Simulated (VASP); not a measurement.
Input of a VASP 6.6.1 run:

Contents of INCAR:

```
SYSTEM = Rb2O3
  ALGO = Normal
  EDIFF = 1E-6
  EDIFFG = -0.01
  ENCUT = 600
  IBRION = 2
  ISIF = 3
  ISMEAR = 1
  KPAR = 8
  LASPH = .True.
  LCHARG = .False.
  LREAL = .False.
  LWAVE = .False.
  NELM = 80
  NSW = 90
  PREC = Accurate
  SIGMA = 0.1
```

The input KPOINTS:

```
k-points
0
Gamma
  6 6 6
  0 0 0
```

POSCAR

```
Rb2O3
1.0
   -4.6442000000      4.6442000000      4.6442000000
    4.6442000000     -4.6442000000      4.6442000000
    4.6442000000      4.6442000000     -4.6442000000
Rb O
8 12
Direct
    0.8924600000      0.8924600000      0.8924600000
    0.1075400000      0.5000000000      0.0000000000
    0.5000000000      0.0000000000      0.6075400000
    0.0000000000      0.1075400000      0.5000000000
    0.6075400000      0.5000000000      0.0000000000
    0.3924600000      0.3924600000      0.3924600000
    0.0000000000      0.6075400000      0.5000000000
    0.5000000000      0.0000000000      0.1075400000
    0.2500000000      0.1959000000      0.9459000000
    0.8041000000      0.2500000000      0.0541000000
    0.7500000000      0.3041000000      0.5541000000
    0.6959000000      0.7500000000      0.4459000000
    0.9459000000      0.2500000000      0.1959000000
    0.0541000000      0.8041000000      0.2500000000
    0.5541000000      0.7500000000      0.3041000000
    0.4459000000      0.6959000000      0.7500000000
    0.7500000000      0.4459000000      0.6959000000
    0.1959000000      0.9459000000      0.2500000000
    0.2500000000      0.0541000000      0.8041000000
    0.3041000000      0.5541000000      0.7500000000
```

Potentials or basis: VASP PAW LDA potentials, release 64 (Rb_sv, O).

Run with:

```bash
$ cat potpaw_LDA.64/Rb_sv/POTCAR potpaw_LDA.64/O/POTCAR > POTCAR
$ mpirun -np 8 vasp_std > vasp.out
```

Q: What does it give for the relaxed volume?

A: 17.51 Å³/atom.

Q: What does it give for the space group after relaxing (to 0.05 Å)?

A: I-43d (No. 220).

Q: Estimate the relaxed cell.

A: a = 7.690 Å, b = 7.690 Å, c = 7.690 Å, α = 109.47°, β = 109.47°, γ = 109.47°.

The path:
```csv
step,energy change (eV),largest force (eV/Å),pressure (GPa),volume (Å³)
1,0.0000,2.7743,-1.11,400.68
2,1.9109,3.8265,-7.61,392.67
3,-0.5736,0.1888,-3.91,398.37
4,-1.0481,0.1509,-2.42,373.66
5,-1.2311,0.1215,-0.43,352.08
6,-1.2336,0.1188,-0.10,349.12
7,-1.2335,0.1192,-0.21,350.07
8,-1.2243,0.3559,0.28,350.20
9,-1.2347,0.0062,-0.07,350.10
```

Caveat: the volume moved by -13 % from the deposited cell, more than functionals usually miss. Zero-point motion and thermal expansion aren't in these numbers.
